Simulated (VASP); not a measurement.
Given:

```yaml
crystal:
  lattice:
    - [-2.59182, 2.59182, 1.36006]
    - [2.59182, -2.59182, 1.36006]
    - [2.59182, 2.59182, -1.36006]
  atoms:
    - { symbol: Ag, position: [0.75000, 0.25000, 0.50000] }
    - { symbol: Ag, position: [0.00000, 0.00000, 0.00000] }
```

The numbers are results of PBEsol GGA, VASP's PBE PAW potentials (set 64) (plane waves; VASP 6.6.1), not measurements. Numerical set-up: 400 eV cut-off, 17×17×17 Γ-centred mesh, tetrahedra with Blöchl corrections, potentials Ag.

**Question.** What does the run give for the energy per atom (σ→0), band gap (on the k-mesh) with the smallest direct gap where there is one?

**Answer.** 
- band gap (on the k-mesh) = none (metal, semimetal or under 0.01 eV)
- energy per atom (σ→0) = -291.7 kJ/mol of atoms

The absolute energy has meaning only against runs of the same code, potentials and settings.

The structure was generated: Ag was put into the beta-Sn type (I4_1/amd), which need not be its known phase. It was relaxed first.
